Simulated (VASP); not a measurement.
Wanted: the native input for a VASP 6.6.1 run.

* Task: single point
* Functional: r2SCAN
* Potentials or basis: VASP PAW PBE potentials, release 64 (B, As, Al)
* Cutoff: 520 eV
* k mesh: 8 × 8 × 6
* Occupations: gaussian, width 0.01 eV
* Spin: no spin polarisation
* Dipole correction: no
* Further INCAR settings: ALGO = Normal; EDIFF = 1e-06; NBANDS = 16

AlBAs2:

```
CELL_PARAMETERS angstrom
3.66088 0.00000 0.00000
0.00000 3.66088 0.00000
0.00000 0.00000 5.41298
ATOMIC_POSITIONS crystal
B 0.00000 0.00000 0.00000
As 0.00000 0.50000 0.21287
As 0.50000 0.00000 0.78713
Al 0.50000 0.50000 0.50000
```

The cell was built by a generator and needn't be a form met in nature.

One way to write it, as run:

POSCAR

```
AlBAs2
1.0
    3.6608835443      0.0000000000      0.0000000000
    0.0000000000      3.6608835443      0.0000000000
    0.0000000000      0.0000000000      5.4129837991
B As Al
1 2 1
Direct
    0.0000000000      0.0000000000      0.0000000000
    0.0000000000      0.5000000000      0.2128693897
    0.5000000000      0.0000000000      0.7871306103
    0.5000000000      0.5000000000      0.5000000000
```

INCAR.step1

```
ALGO     = Normal         # electronic algorithm
EDIFF    = 1E-4           # SCF threshold, eV
ENCUT    = 520            # plane-wave cutoff, eV
GGA      = PE             # functional
ISMEAR   = 0              # smearing method
LASPH    = True           # aspherical terms in the spheres
LCHARG   = False          # write CHGCAR
LREAL    = False          # projectors in reciprocal space
LWAVE    = True           # write WAVECAR
NBANDS   = 16             # bands
NELM     = 100            # most SCF steps
PREC     = Accurate       # precision mode
SIGMA    = 0.01           # smearing width, eV
```

INCAR.step2

```
ALGO     = Normal         # electronic algorithm
EDIFF    = 1E-6           # SCF threshold, eV
ENCUT    = 520            # plane-wave cutoff, eV
ISIF     = 2              # what is computed and relaxed
ISMEAR   = 0              # smearing method
ISTART   = 1            
LASPH    = True           # aspherical terms in the spheres
LCHARG   = True           # write CHGCAR
LELF     = True           # ELF
LMIXTAU  = True         
LREAL    = False          # projectors in reciprocal space
LVHAR    = True         
LWAVE    = False          # write WAVECAR
METAGGA  = R2SCAN         # meta-GGA
NBANDS   = 16             # bands
NELM     = 100            # most SCF steps
PREC     = Accurate       # precision mode
SIGMA    = 0.01           # smearing width, eV
```

KPOINTS

```
k-points
0
Gamma
  8 8 6
```

Potentials or basis: VASP PAW PBE potentials, release 64 (B, As, Al).

The run is started by

```bash
$ cat potpaw_PBE.64/B/POTCAR potpaw_PBE.64/As/POTCAR potpaw_PBE.64/Al/POTCAR > POTCAR
$ cp INCAR.step1 INCAR
$ mpirun -np 1 vasp_std > vasp.out
$ cp INCAR.step2 INCAR
$ mpirun -np 1 vasp_std > vasp.out
```

It gave:

The pressure is 0.0 GPa. The largest force is 0.020 eV/Å. The band gap on the k mesh is 0.95 eV, indirect (least direct gap 1.02 eV).

Caveat: the PAW data sets were made with another functional, which shifts forces and pressure a little.

It took 87 s on 1 thread of Intel(R) Xeon(R) 6975P-C (Granite Rapids) (shared host), peak memory 0.22 GiB.
